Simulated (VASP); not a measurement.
```xyz
6
Lattice="1.7767 -3.0774 0.0000 1.7767 3.0774 0.0000 0.0000 0.0000 14.1635" Properties=species:S:1:pos:R:3 pbc="T T T"
Te     1.7767     1.0258    12.4534
Te     1.7767    -1.0258     5.3716
Te     1.7767    -1.0258     1.7101
Te     1.7767     1.0258     8.7918
Mo     1.7767     1.0258     3.5409
Mo     1.7767    -1.0258    10.6226
```

Calculation: PBE GGA with D3 dispersion (zero damping), VASP's PBE PAW potentials (set 64) (plane waves; VASP 6.6.1). Settings: 520 eV cut-off, 7×7×2 Γ-centred mesh, Gaussian smearing of 0.050 eV, potentials Te Mo_sv.

Task: The ions and cell shape at fixed volume are relaxed. Give the cell that the relaxation ends in.

Result: 
```xyz
6
Lattice="1.7658 -3.0584 0.0000 1.7658 3.0584 0.0000 0.0000 0.0000 14.3396" Properties=species:S:1:pos:R:3 pbc="T T T"
Te     1.7658     1.0195    12.5660
Te     1.7658    -1.0195     5.3962
Te     1.7658    -1.0195     1.7736
Te     1.7658     1.0195     8.9434
Mo     1.7658     1.0195     3.5849
Mo     1.7658    -1.0195    10.7547
```
Space group P6_3/mmc (194), at a tolerance of 0.03 Å.

Task: How much energy does the relaxation gain?

Result: The energy (σ→0) changes by -4.7 meV/atom, in 6 ionic steps.

The compound is MoTe2 in the 2H layered structure. This cell is one point of a volume scan, at 1.03 of the reference volume. Symmetry was kept, so distortions that lower it aren't found.
